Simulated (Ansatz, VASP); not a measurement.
# LaLuN2 in two plane-wave programs, part 2 of 2

Aim: how closely do two programs agree when they are given the same cell, functional and k mesh? The cell is generated by rule, not measured, and may not be a known phase. The cell is taken from a series of runs on this material, whose earlier steps may have relaxed, scaled, displaced or heated it; both programs get it as it stands.

VASP 6.6.1 and Ansatz 0.2.0.

So far: The structure; VASP: relaxation of cell and atoms, PBEsol.

The structure was built from a prototype and need not be the compound's stable phase.

## Step 3: Ansatz: relaxation of cell and atoms, PBEsol

Level of this step: Ansatz beside VASP: Kohn-Sham DFT, plane waves, PBEsol (Ansatz).

Ansatz runs on its default PAW (the set named soft_2) files.

The same cell, functional and mesh now go to Ansatz, which takes its cutoff from its data sets.

Contents of input.yaml:

```yaml
crystal:
  lattice:
    - [6.0078789799, 0.0, 0.0]
    - [0.0, 3.4102539439, 0.0]
    - [0.0, 0.0, 5.9744551622]
  atoms:
    - { symbol: Lu, position: [0.75, 0.0, 0.6641123181] }
    - { symbol: Lu, position: [0.25, 0.0, 0.3358876819] }
    - { symbol: La, position: [0.25, 0.5, 0.8336383377] }
    - { symbol: La, position: [0.75, 0.5, 0.1663616623] }
    - { symbol: "N", position: [0.0, 0.5, 0.5] }
    - { symbol: "N", position: [0.5, 0.0, 0.0] }
    - { symbol: "N", position: [0.0, 0.0, 0.0] }
    - { symbol: "N", position: [0.5, 0.5, 0.5] }
kpoints:
  mp_grid: { grid: [6, 10, 6] }
hamiltonian:
  xc: pbesol
scf:
  occupations: { method: fixed }
output:
  forces: true
  stress: true
  eigenvalues: true
relax:
  adjacent_minimum: "off"
  f_tol: 0.001
  max_steps: 60
  cell: { stress_tol: 0.01 }
```

On the command line:

```console
ansatz run input.yaml --threads 8 --pin off --max-ram 14336MiB --backend cpu --events-out ev --progress --plain --runs-dir out
```

Numbers of over 12 decimals in the logs are rounded to 6 here.

Output:

```text
Engine: ansatz 0.2.0, x86_64-unknown-linux-gnu
Pseudopotentials: kind: paw
Pseudopotential: Lu, paw, valence charge 25, recommended cutoff 420 eV (normal), Lu.paw.azcp
Pseudopotential: La, paw, valence charge 11, recommended cutoff 420 eV (normal), La.paw.azcp
Pseudopotential: N, paw, valence charge 5, recommended cutoff 420 eV (normal), N.paw.azcp
Functional definition: PBEsol
  exchange = pbesol_x
  correlation = pbesol_c
Crystal: 8 atoms, lattice volume = 122.407 Å³
Basis set: ecut = 420 eV, 2373 PW (Γ), exchange–correlation on 90×48×80 points (8 copies of the dense FFT grid, shifted against one another)
Bands: 56, of which v1, the nominal top of the filled ones, is band 46 counted from 1 (45 counted from 0)
Symmetry: 8 space group operations
Space group: Pmma (ITA 51), of the structure as read, at distance tolerance 5.0e-5 Å
k-points: 96 of 360
Non-local potential: Lu, projectors of the file, l = 0: 3, l = 1: 2, l = 2: 2, l = 3: 3
Non-local potential: La, projectors of the file, l = 0: 3, l = 1: 2, l = 2: 2, l = 3: 3
Non-local potential: N, projectors of the file, l = 0: 2, l = 1: 2, l = 2: 1
PAW form: soft (Blöchl's): semilocal exchange-correlation on the pseudo side does not see the compensation charge
PAW frozen core: Lu, regenerated for the run's functional, and the local potential with it (the file was generated under x = pbe(κ = 0.804, μ = 0.219515), c = pbe(β = 0.066725))
PAW frozen core: La, regenerated for the run's functional, and the local potential with it (the file was generated under x = pbe(κ = 0.804, μ = 0.219515), c = pbe(β = 0.066725))
PAW frozen core: N, regenerated for the run's functional, and the local potential with it (the file was generated under x = pbe(κ = 0.804, μ = 0.219515), c = pbe(β = 0.066725))
PAW one-centre angular grid: Lu, 590 points (default); XC on 64 Gauss nodes
PAW one-centre angular grid: La, 590 points (default); XC on 64 Gauss nodes
PAW one-centre angular grid: N, 110 points (default); XC on 64 Gauss nodes
Initial density: superposition of atomic densities (neutral atoms: chi_scale 0, normalization atom), corrected by the library's trained network
Initial wavefunctions: pseudopotential atomic-orbital guess
Functional: x = pbesol(κ = 0.804, μ = 0.123457), c = pbesol(β = 0.046)
SCF iter   1: F=—  HF=-43070.558408 eV  |F-HF|=—  |Δ(HF+E_count)|=         —  Δρ=1.22e-2  dr2=1.79e-1  ethr=1.77e-3  ⟨swp⟩=5.6  Hψ=20242  notcnv=0  defer=711
preconditioner: auto → Resta (q_TF=auto, 2.601 Å⁻¹)  ε∞=6.8  [insulator: Δε(μ)=0.010 eV  Ē_g=13.089 eV  n_scr=38 (ndim 8)  ℏωp=31.5 eV  f_vac=0.000  ε∞_Penn≈6.8]
SCF iter   2: F=—  HF=-43070.519445 eV  |F-HF|=—  |Δ(HF+E_count)|=   3.90e-2  Δρ=3.73e-3  dr2=1.34e-2  ethr=1.95e-4  ⟨swp⟩=3.5  Hψ=11852  notcnv=0  defer=768
SCF iter   3: F=—  HF=-43070.517658 eV  |F-HF|=—  |Δ(HF+E_count)|=   1.79e-3  Δρ=1.89e-3  dr2=2.42e-3  ethr=1.45e-5  ⟨swp⟩=2.4  Hψ=8049  notcnv=0  defer=768
SCF iter   4: F=—  HF=-43070.517707 eV  |F-HF|=—  |Δ(HF+E_count)|=   4.82e-5  Δρ=5.34e-4  dr2=3.64e-4  ethr=2.63e-6  ⟨swp⟩=3.0  Hψ=9465  notcnv=0  defer=768
SCF iter   5: F=—  HF=-43070.517642 eV  |F-HF|=—  |Δ(HF+E_count)|=   6.51e-5  Δρ=1.97e-4  dr2=4.52e-5  ethr=3.96e-7  ⟨swp⟩=2.3  Hψ=9809  notcnv=0  defer=767
SCF iter   6: F=—  HF=-43070.517640 eV  |F-HF|=—  |Δ(HF+E_count)|=   1.60e-6  Δρ=1.09e-4  dr2=1.58e-5  ethr=4.92e-8  ⟨swp⟩=2.3  Hψ=9761  notcnv=0  defer=631
SCF iter   7: F=—  HF=-43070.517637 eV  |F-HF|=—  |Δ(HF+E_count)|=   2.68e-6  Δρ=4.94e-5  dr2=3.57e-6  ethr=1.71e-8  ⟨swp⟩=2.0  Hψ=9058  notcnv=0  defer=631
SCF iter   8: F=—  HF=-43070.517637 eV  |F-HF|=—  |Δ(HF+E_count)|=   4.79e-7  Δρ=1.53e-5  dr2=2.81e-7  ethr=3.88e-9  ⟨swp⟩=2.0  Hψ=8104  notcnv=0  defer=632
SCF iter   9: F=-43070.517637 eV  HF=-43070.517637 eV  |F-HF|=2.59e-8  |Δ(HF+E_count)|=   8.06e-8  Δρ=4.92e-6  dr2=3.31e-8  ethr=1.09e-10  ⟨swp⟩=19.1  Hψ=42208  notcnv=0
SCF 1 converged in 9 iterations: F = -43070.517637 eV  dr2 = 3.31e-8
  greatest PAW one-centre occupation: 0.998 electrons in one spin orbital (limit 2), on the Lu atom at site 1 (counted from 0), in its partial waves of l = 0
relax step   1: F+E_penalty+E_count = -43070.51763690 eV  Δ(F+E_penalty+E_count) = +0.000e0 eV  max|allowed force component| = 1.452e-3 eV/Å  Δτ_max = 0.0000 Å  P = +0.013 GPa  Ω = 122.407 Å³  (9 SCF iters, dr2 threshold 1.00e-7 eV, accepted)
[...]
relax step   4: F+E_penalty+E_count = -43070.51762100 eV  Δ(F+E_penalty+E_count) = +2.030e-6 eV  max|allowed force component| = 1.998e-3 eV/Å  Δτ_max = 0.0006 Å  P = -0.001 GPa  Ω = 122.416 Å³  energy of the carried Pulay correction = -1.838e-5 eV  (7 SCF iters, dr2 threshold 8.19e-11 eV, accepted)
[...]
relax step   5: F+E_penalty+E_count = -43070.51762306 eV  Δ(F+E_penalty+E_count) = -2.063e-6 eV  max|allowed force component| = 9.344e-5 eV/Å  Δτ_max = 0.0003 Å  P = +0.000 GPa  Ω = 122.416 Å³  energy of the carried Pulay correction = -1.699e-5 eV  (5 SCF iters, dr2 threshold 2.50e-10 eV, accepted)
[...]
relax step   6: F+E_penalty+E_count = -43070.51763229 eV  Δ(F+E_penalty+E_count) = -9.229e-6 eV  max|allowed force component| = 8.333e-5 eV/Å  Δτ_max = 0.0000 Å  P = +0.000 GPa  Ω = 122.416 Å³  stress off target by 4.61e-3 GPa  SCF on the basis re-selected at this cell (its energy is not comparable with the rows above)  (9 SCF iters)
basis re-selected at this cell: Δ(F+E_penalty+E_count) = -9.229e-6 eV, ΔP = +0.000 GPa vs the last step (what re-selecting the basis moved, of the pressure what is left beyond the Pulay correction that the steps carried, after the strain that the cell walked since its last selection, with what the two solves' SCF thresholds leave and, on support functions, any second-order correction that the steps lacked; it is no m [...]
SCF converged after 9 iterations
Free energy (F): -43070.517632 eV
Harris-Foulkes:  -43070.517632 eV  (|F-HF|=0.00e0)
Internal energy: -43070.517632 eV  (E = F + TS)
E sigma→0 (E₀):  -43070.517632 eV
Fermi energy:    14.943843 eV
--- Per-component energies (eV) ---
  E_band       = 258.006935
  E_kinetic    = 1749.853885
  E_local      = -15030.572170  (includes V_loc(G=0)·N_el)
  E_nonlocal   = 1540.291305
  E_hartree    = 6312.870406
  E_xc         = -954.966182
  E_vxc        = -1123.045764  (∫ρ·V_xc dr)
  E_paw        = -25656.055116  (= ΣΔE_a)
  E_vpaw       = 495.738609  (= ΣTr[D̂ρ^β])
  E_aug_tail   = 0.000392  (compensation charges beyond the density's cutoff)
  E_ewald      = -11034.775902
  E_core_change = 2.835749  (= ΣΔE_core)
  E_smearing   = -0.000000  (= −TS)
  E_closure    = 0.000000  (closes the sum)
  Σ components = -43070.517632   (vs F -43070.517632, Δ=0.00e0)
--- Forces (eV/Å), atoms counted from 1 ---
  atom   1  Lu     0.00000000     0.00000000    -0.00005567
  atom   2  Lu    -0.00000000     0.00000000     0.00005567
  atom   3  La     0.00000000     0.00000000    -0.00008333
  atom   4  La    -0.00000000     0.00000000     0.00008333
  atom   5  N     -0.00000000    -0.00000000    -0.00000000
  atom   6  N      0.00000000     0.00000000    -0.00000000
  atom   7  N      0.00000000     0.00000000    -0.00000000
  atom   8  N     -0.00000000    -0.00000000     0.00000000
  max |Σ_I F_I| component: 1.44e-28 eV/Å
--- Stress (GPa, compression-positive) ---
        0.004613      -0.000000       0.000000
       -0.000000      -0.000869       0.000000
        0.000000       0.000000      -0.002352
  P = ⅓ Tr σ = 0.0005 GPa (0.005 kbar)
--- Band table (eV; the first three rows and the last of 96) ---
  k-point 0: bands = [... 42 lower, 13.4621, 14.2162, 14.3325, 14.8733, 15.0275, 16.2940, 16.7283, 17.2800, ... 6 higher]
  k-point 1: bands = [... 42 lower, 13.3718, 14.1473, 14.3328, 14.8728, 14.9730, 16.5696, 16.6404, 16.9920, ... 6 higher]
  k-point 2: bands = [... 42 lower, 13.2037, 13.9665, 14.3337, 14.6187, 15.0924, 15.9322, 17.1198, 17.6451, ... 6 higher]
  k-point 95: bands = [... 42 lower, 13.0286, 13.0286, 13.3016, 13.3016, 16.3573, 16.3573, 17.1280, 17.1280, ... 6 higher]
--- Relaxed structure (5 steps of the walk, 4 accepted, 1 SCFs on fresh bases) ---
  F+E_penalty+E_count = -43070.51763229 eV   max|allowed force component| = 8.333e-5 eV/Å   (the final SCF, on the basis selected at the relaxed cell)
  cell:  # Å, volume = 122.4157 Å³
    - [6.008464, 0.0, 0.0]
    - [0.0, 3.409743, 0.0]
    - [0.0, 0.0, 5.975193]
  atoms:
    - { symbol: Lu, position: [0.750000, 0.0, 0.664050] }
    - { symbol: Lu, position: [0.25, 0.0, 0.335950] }
    - { symbol: La, position: [0.25, 0.5, 0.833655] }
    - { symbol: La, position: [0.750000, 0.5, 0.166345] }
    - { symbol: N, position: [0, 0.5, 0.500000] }
    - { symbol: N, position: [0.5, 0.0, 0.0] }
    - { symbol: N, position: [0, 0.0, 0.0] }
    - { symbol: N, position: [0.5, 0.5, 0.500000] }
```

In the SCF lines HF is the Harris–Foulkes energy and dr2 the Hartree energy of the density residual, in eV; the loop may stop once dr2 is under the threshold and the program's other checks hold. Hψ counts applications of the Hamiltonian.

## Step 4: Side by side

Known differences besides the potentials themselves: fixed occupations in Ansatz, narrow Gaussian smearing in VASP; the data sets hold 92 valence electrons in Ansatz (on its default PAW (the set named soft_2) files) and 60 in VASP; the cutoff is 420 eV in Ansatz and 600 eV in VASP; Ansatz makes its cores anew for this functional, VASP keeps those of its PBE data sets; Ansatz adds a Pulay correction to the stress that steers its cell, VASP none. Total energies have different zeros and are not compared.

The two programs side by side:

```
                                         quantity  Ansatz    VASP  difference
                                      volume (Å³)  122.42  121.69     +0.60 %
edge a after relaxation, in the typed setting (Å)   6.008   6.000     +0.15 %
edge b after relaxation, in the typed setting (Å)   3.410   3.403     +0.19 %
edge c after relaxation, in the typed setting (Å)   5.975   5.960     +0.26 %
```

Our record labels this cell a metal in Ansatz alone; each run is judged by its own test, so with a small gap or wide smearing the label says little about the levels.

## Step 5: What came out

```
difference in volume (relaxation of cell and atoms, PBEsol) : 0.60 %
```

The difference in volume is 0.60 % (relaxation of cell and atoms, PBEsol), within the 1.2 % picked in this series as the mark of a large difference, as far as the stopping tolerances let one tell. The data sets hold unlike numbers of valence electrons (92 in Ansatz and 60 in VASP), so part of the differences comes from the potentials. 3 further runs of this series are not shown here. Such differences can come from data sets, numerical settings and the points named under the comparisons, not from the functional's error against experiment.

[Lines on the potential files, build, host, timing and source positions are cut from VASP's logs without a mark.]

[Logs are printed without paths, hosts, clocks, repeated set-up lines and the standing remarks that a program may print on its own settings, such as how far it seeks lower states.]

[Hosts, paths, dates, database ids (printed as entryN), source tags and the programs' standing remarks are cut or masked in the printed files.]
